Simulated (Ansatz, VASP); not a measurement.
# Mg2C in two plane-wave programs

Aim: how closely do two programs agree when they are given the same cell, functional and k mesh? The cell is generated by rule, not measured, and may not be a known phase. The cell is taken from a series of VASP runs on this material, whose earlier steps may have relaxed, scaled or displaced it; both programs get it as it stands.

Method: plane waves, with VASP 6.6.1 beside it; band structure at HSE06, in Ansatz 0.2.0.

The structure was built from a prototype and need not be the compound's stable phase.

## Step 1: The starting structure

The structure is cubic, space group Fm-3m (No. 225). The conventional cell has a = 5.187 Å, b = 5.187 Å, c = 5.187 Å, α = 90.00°, β = 90.00°, γ = 90.00°. Nearest to C lie 8 Mg at 2.25 Å. Nearest to Mg lie 4 C at 2.25 Å. Farther neighbours are not listed.

Structure file:

```cif
data_structure
_symmetry_space_group_name_H-M 'Fm-3m'
_symmetry_Int_Tables_number 225
_cell_length_a 5.1874
_cell_length_b 5.1874
_cell_length_c 5.1874
_cell_angle_alpha 90.000
_cell_angle_beta 90.000
_cell_angle_gamma 90.000
_cell_volume 139.59
loop_
_atom_site_label
_atom_site_type_symbol
_atom_site_symmetry_multiplicity
_atom_site_Wyckoff_symbol
_atom_site_fract_x
_atom_site_fract_y
_atom_site_fract_z
_atom_site_occupancy
C1 C 4 a 0.00000 0.00000 0.00000 1
Mg1 Mg 8 c 0.25000 0.75000 0.75000 1
```

## Step 2: VASP: band structure, HSE06

Levels along a path test the potential and the projectors away from the mesh points.

Lines of VASP's logs that name or quote its potential files are left out, and so is its time.

The run reads the wave functions of an earlier VASP run, which isn't shown here.

File INCAR:

```
SYSTEM = Mg2C
PREC = Accurate
ENCUT = 520
EDIFF = 1E-06
NELM = 100
ISMEAR = 0
SIGMA = 0.02
LREAL = .FALSE.
ALGO = Normal
LHFCALC = .TRUE.
AEXX = 0.25
GGA = PE
HFSCREEN = 0.2
LASPH = .TRUE.
NBANDS = 10
PRECFOCK = Fast
LORBIT = 11
LWAVE = .FALSE.
LCHARG = .FALSE.
KPAR = 4
ISIF = 2
```

File POSCAR:

```
Mg2C
1.0
    0.0000000000      2.5937200000      2.5937200000
    2.5937200000      0.0000000000      2.5937200000
    2.5937200000      2.5937200000      0.0000000000
C Mg
1 2
Direct
    0.0000000000      0.0000000000      0.0000000000
    0.2500000000      0.2500000000      0.2500000000
    0.7500000000      0.7500000000      0.7500000000
```

File KPOINTS:

```
Automatic mesh
0
Gamma
6 6 6
0 0 0
```

File KPOINTS_OPT:

```
Line mode
8
Line-mode
Reciprocal
  0.00000000   0.00000000   0.00000000 GAMMA
  0.50000000   0.00000000   0.50000000 X

  0.50000000   0.00000000   0.50000000 X
  0.50000000   0.25000000   0.75000000 W

  0.50000000   0.25000000   0.75000000 W
  0.37500000   0.37500000   0.75000000 K

  0.37500000   0.37500000   0.75000000 K
  0.00000000   0.00000000   0.00000000 GAMMA

  0.00000000   0.00000000   0.00000000 GAMMA
  0.50000000   0.50000000   0.50000000 L

  0.50000000   0.50000000   0.50000000 L
  0.62500000   0.25000000   0.62500000 U

  0.62500000   0.25000000   0.62500000 U
  0.50000000   0.25000000   0.75000000 W

  0.50000000   0.25000000   0.75000000 W
  0.50000000   0.50000000   0.50000000 L

  0.50000000   0.50000000   0.50000000 L
  0.37500000   0.37500000   0.75000000 K

  0.62500000   0.25000000   0.62500000 U
  0.50000000   0.00000000   0.50000000 X
```

Potentials, in the order of the species: C and Mg (PBE family, release 64).

Launch:

```bash
mpirun -np 4 vasp_std
```

Numbers of over 12 decimals in the logs are rounded to 6 here.

What it wrote:

```text
[banner, memory and clock lines left out]
running    4 mpi-ranks, on    1 nodes
 distrk:  each k-point on    1 cores,    4 groups
 distr:  one band on    1 cores,    1 groups

 POSCAR found type information on POSCAR C Mg
 POSCAR found :  2 types and       3 ions
 LDA part: xc-table for (Slater+PW92), standard interpolation
 found WAVECAR, reading the header
 POSCAR, INCAR and KPOINTS ok, starting setup
 FFT: planning ... GRIDC
 FFT: planning ... GRID_SOFT
 FFT: planning ... GRID
 reading WAVECAR
 the WAVECAR file was read successfully
 initial charge from wavefunction
 entering main loop
       N       E                     dE             d eps       ncg     rms          rms(c)
DAV:   1    -0.127581446222E+02   -0.12758E+02   -0.42452E-01   320   0.377E+00    0.451E-01
DAV:   2    -0.127606007923E+02   -0.24562E-02   -0.60023E-03   364   0.539E-01    0.318E-01
DAV:   3    -0.127599853683E+02    0.61542E-03   -0.28414E-04   360   0.131E-01    0.181E-01
DAV:   4    -0.127597642930E+02    0.22108E-03   -0.11004E-04   356   0.673E-02    0.101E-01
DAV:   5    -0.127596938525E+02    0.70441E-04   -0.35981E-05   348   0.420E-02    0.564E-02
DAV:   6    -0.127596698300E+02    0.24022E-04   -0.10821E-05   348   0.253E-02    0.306E-02
DAV:   7    -0.127596606463E+02    0.91837E-05   -0.35224E-06   310   0.144E-02    0.166E-02
DAV:   8    -0.127596579681E+02    0.26782E-05   -0.11354E-06   166   0.812E-03    0.928E-03
DAV:   9    -0.127596567999E+02    0.11682E-05   -0.46654E-07   160   0.550E-03    0.514E-03
DAV:  10    -0.127596567282E+02    0.71705E-07   -0.14575E-07   160   0.302E-03
   1 F= -.12759657E+02 E0= -.12759657E+02  d E =-.286787E-20
 Start KPOINTS_OPT (optional k-point list driver)
k-point batch [1-16\80]
       N       E                     dE             ncg
DAV:   1     0.265690473379E+03   -0.35665E+04      320
DAV:   2    -0.234664216961E+02   -0.28916E+03      440
DAV:   3    -0.463380509835E+02   -0.22872E+02      360
DAV:   4    -0.467125218635E+02   -0.37447E+00      364
DAV:   5    -0.467148428550E+02   -0.23210E-02      408
DAV:   6    -0.467148526598E+02   -0.98047E-05      402
DAV:   7    -0.467148527149E+02   -0.55157E-07      394
[...]
k-point batch [65-80\80]
       N       E                     dE             ncg
DAV:   1     0.252966338990E+03   -0.49775E+04      320
DAV:   2    -0.566902303798E+02   -0.30966E+03      500
DAV:   3    -0.784630609350E+02   -0.21773E+02      360
DAV:   4    -0.787498169130E+02   -0.28676E+00      374
DAV:   5    -0.787516716221E+02   -0.18547E-02      366
DAV:   6    -0.787516817588E+02   -0.10137E-04      376
DAV:   7    -0.787516818643E+02   -0.10548E-06      348
```

OUTCAR, selected parts (step 2):

```text
ion  position               nearest neighbor table
   1  0.000  0.000  0.000-   3 2.25   3 2.25   3 2.25   2 2.25   3 2.25   2 2.25   2 2.25   2 2.25

  LATTYP: Found a face centered cubic cell.
 ALAT       =     5.1874400000

 Subroutine GETGRP returns: Found 48 space group operations
 (whereof 48 operations were pure point group operations)

The static configuration has the point symmetry O_h .

 Found     16 irreducible k-points:

   k-points           NKPTS =     16   k-points in BZ     NKDIM =    216   number of bands    NBANDS=     10

   dimension x,y,z NGX =    28 NGY =   28 NGZ =   28
   dimension x,y,z NGXF=    56 NGYF=   56 NGZF=   56

   ENCUT  =  520.0 eV  38.22 Ry    6.18 a.u.   6.82  6.82  6.82*2*pi/ulx,y,z

   NELECT =       8.0000    total number of electrons

 k-points in reciprocal lattice and weights: Automatic mesh
   0.00000000  0.00000000  0.00000000       0.005
   0.16666667  0.00000000  0.00000000       0.037
   0.33333333  0.00000000  0.00000000       0.037
   0.50000000  0.00000000  0.00000000       0.019
   0.16666667  0.16666667  0.00000000       0.028
   0.33333333  0.16666667  0.00000000       0.111
   0.50000000  0.16666667  0.00000000       0.111
  -0.33333333  0.16666667  0.00000000       0.111
  -0.16666667  0.16666667  0.00000000       0.056
[...]
-0.33333333  0.33333333  0.16666667       0.111
  -0.33333333  0.50000000  0.16666667       0.056

  exchange ACFDT corr.  =         0.00000000  see jH, gK, PRB 81, 115126

 average (electrostatic) potential at core
       1 -44.2514       2 -31.1900       3 -31.1900

 E-fermi :   4.0957

 k-point     1 :       0.0000    0.0000    0.0000
  band No.  band energies     occupation
      1      -8.5571      2.00000
      2       3.9715      2.00000
      3       3.9715      2.00000
      4       3.9715      2.00000
      5       7.2996      0.00000
      6      12.6174      0.00000
      7      12.6174      0.00000
      8      12.6174      0.00000
      9      15.5070      0.00000
    ...

 k-point     2 :       0.1667    0.0000    0.0000
  band No.  band energies     occupation
      1      -8.1966      2.00000
      2       2.1632      2.00000
      3       3.8453      2.00000
      4       3.8453      2.00000
      5       8.5397      0.00000
      6      12.4879      0.00000
      7      12.7403      0.00000
      8      12.7403      0.00000
      9      14.3437      0.00000
    ...

 k-point     3 :       0.3333    0.0000    0.0000
  band No.  band energies     occupation
      1      -7.2712      2.00000
      2      -0.3565      2.00000
      3       3.6237      2.00000
      4       3.6237      2.00000
      5       9.3796      0.00000
      6      11.6729      0.00000
      7      11.6729      0.00000
      8      12.0567      0.00000
      9      16.0362      0.00000
    ...

  Total        3.5905452      3.5905452      3.5905452     -0.0000000      0.0000000      0.0000000
  in kB      164.8434551    164.8434551    164.8434551     -0.0000000      0.0000000      0.0000000
  external PRESSURE =     164.8434551 kB  Pullay stress =       0.0000000 kB

  energy-cutoff  :      520.00
  volume of cell :       34.90
      direct lattice vectors                 reciprocal lattice vectors
     0.000000000  2.593720000  2.593720000    -0.192773314  0.192773314  0.192773314
     2.593720000  0.000000000  2.593720000     0.192773314 -0.192773314  0.192773314
     2.593720000  2.593720000  0.000000000     0.192773314  0.192773314 -0.192773314

 POSITION                                       TOTAL-FORCE (eV/Angst)
 -----------------------------------------------------------------------------------
      0.00000      0.00000      0.00000        -0.000000     -0.000000     -0.000000
      1.29686      1.29686      1.29686        -0.000000     -0.000000     -0.000000
      3.89058      3.89058      3.89058         0.000000      0.000000      0.000000
 -----------------------------------------------------------------------------------
    total drift:                               -0.000000     -0.000000     -0.000000

  FREE ENERGIE OF THE ION-ELECTRON SYSTEM (eV)
  ---------------------------------------------------
  free  energy   TOTEN  =       -12.7596567282 eV

  energy  without entropy=      -12.7596567282  energy(sigma->0) =      -12.75965673

 total charge
# of ion       s       p       d       tot
------------------------------------------
    1        0.832   1.532   0.000   2.364
    2        0.210   0.228   0.063   0.501
    3        0.210   0.228   0.063   0.501
--------------------------------------------------
tot          1.252   1.989   0.125   3.367

[... 3 further parts left out ...]
```

The PAW data sets were made with PBE, which is usual practice but a small mismatch for other functionals.

[end of part 1 of 2]

[Lines on the potential files, build, host, timing and source positions are cut from VASP's logs without a mark.]

[Logs are printed without paths, hosts, clocks, repeated set-up lines and the standing remarks that a program may print on its own settings, such as how far it seeks lower states.]

[Hosts, paths, dates, database ids (printed as entryN), source tags and the programs' standing remarks are cut or masked in the printed files.]
